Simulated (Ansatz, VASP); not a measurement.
**One calculation of B3C, two programs**

```
B C
1.0
     2.41039    0.00000    0.00000
    -1.20520    2.08746    0.00000
     0.00000    0.00000    7.50878
B C
3 1
Direct
  0.00000 0.00000 0.00000
  0.66667 0.33333 0.76162
  0.66667 0.33333 0.23838
  0.00000 0.00000 0.50000
```

Change from the starting cell: species swapped into the Co3Ir type (P-6m2, No. 187).

Alike in both runs: task single point; functional PBE; k mesh 12 × 12 × 2; occupations gaussian, width 0.1 eV; no spin polarisation.

|  | VASP | Ansatz |
| --- | --- | --- |
| version | VASP 6.6.1 | Ansatz 0.2.0 |
| potentials or method | VASP PAW PBE potentials, release 64 (B, C) | scalar-relativistic, plane waves, PAW |
| plane-wave cutoff (eV) | 520 | 420 |
| valence electrons in the cell | 13 | 13 |

```tsv
	VASP	Ansatz	Ansatz less VASP
gap on the k mesh at the Fermi level (eV)	none	none	-
rms of the force components (eV/Å)	0.304	0.302	-0.0018
```

Atom by atom the forces differ by 0.002 eV/Å (rms over components). A gap of «none» marks a metal or a gap that the smearing closes.

Caveats: the k mesh is coarse (spacing up to 0.42 Å⁻¹), so the values aren't converged.
